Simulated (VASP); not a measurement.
Set up this calculation in VASP 6.6.1, as the native input.

| Item | Value |
| --- | --- |
| Task | core levels |
| Functional | PBEsol |
| Potentials or basis | VASP PAW PBE potentials, release 64 (Ti_sv, N) |
| Cutoff | 520 eV |
| k mesh | 4 × 4 × 4 |
| Occupations | methfessel-paxton, width 0.1 eV |
| Spin | collinear spin, ferromagnetic start |
| Starting moments | [1.0, 1.0, 1.0, 1.0, 1.0, 1.0, 1.0, 1.0, 0.0, 0.0, 0.0, 0.0, 0.0, 0.0, 0.0, 0.0] μB |
| Further INCAR settings | ALGO = Normal; EDIFF = 1e-06 |

The structure of TiN lies in POSCAR:

```
TiN
1.0
    0.0000000000      4.2380000000      4.2380000000
    4.2380000000      0.0000000000      4.2380000000
    4.2380000000      4.2380000000      0.0000000000
Ti N
8 8
Direct
    0.0000000000      0.0000000000      0.0000000000
    0.0000000000      0.0000000000      0.5000000000
    0.0000000000      0.5000000000      0.0000000000
    1.0000000000      0.5000000000      0.5000000000
    0.5000000000      0.0000000000      0.0000000000
    0.5000000000      1.0000000000      0.5000000000
    0.5000000000      0.5000000000      0.0000000000
    0.5000000000      0.5000000000      0.5000000000
    0.2500000000      0.2500000000      0.2500000000
    0.2500000000      0.2500000000      0.7500000000
    0.2500000000      0.7500000000      0.2500000000
    0.2500000000      0.7500000000      0.7500000000
    0.7500000000      0.2500000000      0.2500000000
    0.7500000000      0.2500000000      0.7500000000
    0.7500000000      0.7500000000      0.2500000000
    0.7500000000      0.7500000000      0.7500000000
```

One way to write it, as run:

INCAR

```
SYSTEM = TiN
ALGO = Normal ; EDIFF = 1E-6
ENCUT = 520 ; GGA = PS
ICORELEVEL = 1 ; ISIF = 2
ISMEAR = 1 ; ISPIN = 2
KPAR = 4 ; LASPH = .True.
LCHARG = .False. ; LMAXMIX = 4
LORBIT = 11 ; LREAL = .False.
LWAVE = .False. ; MAGMOM = 1 1 1 1 1 1 1 1 0 0 0 0 0 0 0 0
NELM = 120 ; PREC = Accurate
SIGMA = 0.1
```

KPOINTS

```
k-points
0
Gamma
  4 4 4
  0 0 0
```

Potentials or basis: VASP PAW PBE potentials, release 64 (Ti_sv, N).

Command:

```sh
$ cat potpaw_PBE.64/Ti_sv/POTCAR potpaw_PBE.64/N/POTCAR > POTCAR
$ mpirun -np 4 vasp_std > vasp.out
```

It gave:

```yaml
Pressure: -6.2 GPa
Band_gap_on_the_k_mesh: none (metal or under the smearing width)
Net_moment: 0.01 μB per cell
Valence_electrons_inside_the_program's_atomic_spheres: Ti 10.40; N 3.73
```

Caveat: the PAW data sets were made with another functional, which shifts forces and pressure a little.

It took 86 s on 4 MPI ranks on AMD EPYC 9R45 96-Core Processor (Zen 5), with other jobs on the host, peak memory 0.47 GiB a rank.
